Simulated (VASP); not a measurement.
Consider the following.

```
V
1.0
   -1.52671     1.52671     1.52671
    1.52671    -1.52671     1.52671
    1.52671     1.52671    -1.52671
V
1
Direct
  0.00000   0.00000   0.00000
```

These are PW91 GGA, VASP's PBE PAW potentials (set 64) (plane waves; VASP) values and carry that method's errors. Run with 520 eV cut-off, 17×17×17 Γ-centred mesh, first-order Methfessel-Paxton smearing of 0.10 eV, potentials V_sv.

Problem. Give the stress tensor in GPa (positive for a compressed cell).

Solution. 
```
-9.25   0.00   0.00
 0.00  -9.25   0.00
 0.00   0.00  -9.25
```
The pressure is its mean diagonal, -9.25 GPa.

The compound is V in the bcc structure. This cell is one point of a volume scan, at 1.06 of the reference volume. The run is not spin-polarised, so no magnetic state was tried.
